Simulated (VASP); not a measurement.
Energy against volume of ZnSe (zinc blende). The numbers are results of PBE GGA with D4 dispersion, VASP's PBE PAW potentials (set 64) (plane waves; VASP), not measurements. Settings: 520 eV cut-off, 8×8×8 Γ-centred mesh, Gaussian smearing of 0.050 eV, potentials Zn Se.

```
V (Å³/atom)  E (eV/atom)
-----------  -----------
22.053          -3.32257
22.735          -3.32692
23.417          -3.32316
24.099          -3.31253
```

Fit these four points and predict the energy of the run at 21.371 Å³/atom.

A cubic in V^(−2/3), the third-order Birch-Murnaghan form, passes through the four points with V0 = 22.74 Å³/atom and B0 = 63 GPa, and gives -3.3086 eV/atom there. The run gave -3.3087 eV/atom, -0.1 meV/atom from the fit; all five points give B0 = 63 GPa.

The compound is ZnSe in the zinc blende structure. It was relaxed first.
